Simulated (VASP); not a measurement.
Si (diamond) is relaxed at rising pressure, each step from the one before. Symmetry mostly holds the structure type, and other phases were not tried. The mesh follows the cell, and a change of mesh leaves a small step in the series.

Input:

```cif
data_Si8
_chemical_formula_sum 'Si8'
_space_group_name_H-M_alt 'Fd-3m :1'
_space_group_IT_number 227
_space_group_name_Hall 'F 4d 2 3 -1d'
_cell_length_a 5.43961
_cell_length_b 5.43961
_cell_length_c 5.43961
_cell_angle_alpha 90.000
_cell_angle_beta 90.000
_cell_angle_gamma 90.000
loop_
_atom_site_label
_atom_site_type_symbol
_atom_site_symmetry_multiplicity
_atom_site_Wyckoff_symbol
_atom_site_fract_x
_atom_site_fract_y
_atom_site_fract_z
_atom_site_occupancy
Si1 Si 8 b 0.50000 0.50000 0.50000 1
```
(The calculation used a cell of 2 atoms; values per cell refer to that cell.)

Level of theory: r2SCAN meta-GGA, VASP's PBE PAW potentials (set 64) (plane waves; VASP 6.6.1). Run with 500 eV cut-off, 8×8×8 Γ-centred mesh, Gaussian smearing of 0.050 eV, potentials Si.

```csv
P (GPa),V (Å³/atom),H − H(0) (eV/atom),space group,k-mesh
0,20.12,0.000,Fd-3m,8×8×8
5,19.21,0.612,Fd-3m,9×9×9
10,18.47,1.200,Fd-3m,9×9×9
20,17.31,2.314,Fd-3m,9×9×9
30,16.43,3.366,Fd-3m,9×9×9
45,15.40,4.853,Fd-3m,9×9×9
```

Pressures at which the relaxation failed are left out.

The compound is Si in the diamond structure.
